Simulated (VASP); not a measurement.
Sn2Ge:

```
Sn Ge
1.0
     4.25938    0.00000    0.00000
    -2.12969    3.68873    0.00000
     0.00000    0.00000    5.08100
Sn Ge
2 1
Direct
  0.33333 0.66667 0.21492
  0.66667 0.33333 0.78508
  0.00000 0.00000 0.50000
```

The cell was built by a generator and needn't be a form met in nature.

| Property | Result |
| --- | --- |
| Program | VASP 6.6.1 |
| Task | relaxation of cell and atoms |
| Functional | PBE |
| Potentials or basis | VASP PAW PBE potentials, release 64 (Sn_d, Ge_d) |
| Cutoff | 520 eV |
| k mesh | 10 × 10 × 8 |
| Occupations | gaussian, width 0.1 eV |
| Spin | no spin polarisation |

At the start: pressure -0.0 GPa; volume 26.61 Å³/atom.

Problem. How do energy, volume and symmetry change on relaxing?

Solution. Over 17 steps the energy falls by 10.6 meV/atom and the volume is 26.21 Å³/atom (-1.5 %); space group P-3m1 (No. 164, to 0.05 Å).

Step by step:
```
step  energy change (eV)  largest force (eV/Å)  pressure (GPa)  volume (Å³)
   1              0.0000                0.2387           -0.02        79.83
   2             -0.0090                0.1903           -0.17        79.79
   3             -0.0220                0.0376           -0.43        79.66
   4             -0.0238                0.0062           -0.45        79.59
   5             -0.0248                0.0424           -0.51        79.52
   6             -0.0258                0.0076            0.79        77.65
   7             -0.0270                0.0107            0.16        78.41
   8             -0.0289                0.0017            0.23        78.32
   9             -0.0308                0.0258            0.35        78.03
  10             -0.0312                0.0189            0.34        78.15
  11             -0.0313                0.0209            0.38        78.11
  12             -0.0312                0.0076           -0.28        78.98
  13             -0.0318                0.0081            0.07        78.53
  14             -0.0318                0.0066            0.04        78.54
  15             -0.0319                0.0033            0.08        78.58
  16             -0.0319                0.0038           -0.07        78.66
  17             -0.0319                0.0015            0.03        78.62
```

Final structure:
```
Sn Ge
1.0
     4.09847    0.00000    0.00000
    -2.04924    3.54938    0.00000
     0.00000    0.00000    5.40438
Sn Ge
2 1
Cartesian
  0.0000 2.3663 1.0903
  2.0492 1.1831 4.3141
  0.0000 0.0000 2.7022
```
